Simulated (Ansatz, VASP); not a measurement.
# Cs3SBr in VASP and in Ansatz

The input INCAR:

```
PREC = Accurate
ENCUT = 520
EDIFF = 1E-6
ISMEAR = 0
SIGMA = 0.05
LREAL = False
LASPH = True
NELM = 100
ALGO = Normal
ISIF = 2
LWAVE = False
LCHARG = True
GGA = PE
LELF = True
LVHAR = True
NBANDS = 28
```

KPOINTS

```
Automatic mesh
0
Gamma
  4 4 4
```

The input POSCAR:

```
Cs3SBr
1.0
    7.0003984483      0.0000000000      0.0000000000
    0.0000000000      7.0003984483      0.0000000000
    0.0000000000      0.0000000000      7.0003984483
Br S Cs
1 1 3
Direct
    0.0000000000      0.0000000000      0.0000000000
    0.5000000000      0.5000000000      0.5000000000
    0.5000000000      0.5000000000      0.0000000000
    0.5000000000      0.0000000000      0.5000000000
    0.0000000000      0.5000000000      0.5000000000
```

Input for Ansatz:

```yaml
crystal:
  lattice:
    - [7.0003984483, 0.0, 0.0]
    - [0.0, 7.0003984483, 0.0]
    - [0.0, 0.0, 7.0003984483]
  atoms:
    - { symbol: Br, position: [0.0, 0.0, 0.0] }
    - { symbol: S, position: [0.5, 0.5, 0.5] }
    - { symbol: Cs, position: [0.5, 0.5, 0.0] }
    - { symbol: Cs, position: [0.5, 0.0, 0.5] }
    - { symbol: Cs, position: [0.0, 0.5, 0.5] }
basis:
  ecutwfc: 420
kpoints:
  mp_grid: { grid: [4, 4, 4] }
hamiltonian:
  xc: pbe
scf:
  occupations: { method: gaussian, width: 0.05 }
output:
  forces: true
  stress: true
  eigenvalues: true
```

The cell comes from a database or a generator and needn't be the stable form of this composition.

Alike in both runs: task single point; functional PBE; k mesh 4 × 4 × 4; occupations gaussian, width 0.05 eV; no spin polarisation.

|  | VASP | Ansatz |
| --- | --- | --- |
| version | VASP 6.6.1 | Ansatz 0.2.0 |
| potentials or method | VASP PAW PBE potentials, release 64 (Br, S, Cs_sv) | scalar-relativistic, plane waves, PAW |
| plane-wave cutoff (eV) | 520 | 420 |
| valence electrons in the cell | 40 | 40 |

```csv
,VASP,Ansatz,Ansatz less VASP
gap on the k mesh at the Fermi level (eV),1.11,1.13,+0.022
least direct gap on the mesh (eV),1.11,1.13,+0.022
pressure (GPa),-0.9,-1.0,-0.02
```

The functional is the same, so the differences come from potentials, cutoffs and numerics.

Caveats: spin-orbit coupling is left out, which moves the levels of the heavy elements. A hybrid or GW would open this gap; PBE tends to underestimate it. A k mesh can miss the band edges.
